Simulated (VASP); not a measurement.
Data:

```
CELL_PARAMETERS angstrom
     -1.39359     1.39359     1.39359
      1.39359    -1.39359     1.39359
      1.39359     1.39359    -1.39359
ATOMIC_POSITIONS crystal
  Fe 0.00000 0.00000 0.00000
```
Starting moments (μB, in the order of the record's atoms Fe): 2.1.

These are PBEsol GGA, VASP's PBE PAW potentials (set 64) (plane waves; VASP) values and carry that method's errors. Settings: 500 eV cut-off, 18×18×18 Γ-centred mesh, first-order Methfessel-Paxton smearing of 0.10 eV, potentials Fe.

Energy and stress use the plane-wave basis of the starting cell.

Task: The ions, cell shape and volume at an external pressure of 5.0 GPa are relaxed. Give the cell that the relaxation ends in.

Result: 
```
CELL_PARAMETERS angstrom
     -1.38413     1.38413     1.38413
      1.38413    -1.38413     1.38413
      1.38413     1.38413    -1.38413
ATOMIC_POSITIONS crystal
  Fe 0.00000 0.00000 0.00000
```
Space group Im-3m (229), at a tolerance of 0.03 Å. The cell ends with 2.09 μB, on the sites 2.07 μB.

Task: How do energy and volume change from the first to the last step?

Result: The energy (σ→0) changes by +3.2 meV/atom and the volume by -2.0 %, in 3 ionic steps.

| step | E(σ→0) (eV) | max force (eV/Å) | pressure (GPa) | volume (Å³) |
|---|---|---|---|---|
| 1 | -8.9196 | 0.000 | 0.12 | 10.83 |
| 2 | -8.9011 | 0.000 | 11.90 | 10.32 |
| 3 | -8.9164 | 0.000 | 4.98 | 10.61 |

The compound is Fe in the bcc structure. This run relaxes it under an external pressure of 5 GPa. Symmetry was kept, so distortions that lower it aren't found.
